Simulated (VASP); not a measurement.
MnS (rock salt, AFM-II order): the bulk modulus from VASP (plane waves, PAW) at several levels of theory. Static lattice, third-order Birch-Murnaghan fit over five volumes.

| level | bulk modulus (GPa) |
|---|---|
| PBE | 77.2 |
| PBEsol | 83.9 |
| PBE-D4 | 83.5 |
| rev-vdW-DF2 | 80.2 |

The cell of the PBE run:

```
MnS
1.0
    5.11618     2.54102     2.54102
    2.54102     5.11618     2.54102
    2.54102     2.54102     5.11618
Mn S
2 2
Direct
  0.00000   0.00000   0.00000
  0.50000   0.50000   0.50000
  0.25000   0.25000   0.25000
  0.75000   0.75000   0.75000
```
Starting moments (μB, in the order of the record's atoms Mn Mn S S): 4.1 -4.1 0.0 0.0.

Only levels that ran to the end are used. Left out are those held back, those with too coarse a band path, GW runs whose mesh misses a band edge, hybrids' fits of cells that aren't cubic and levels without matching references; a question may draw on a part of the rest.

The compound is MnS in the rock salt, AFM-II order structure.
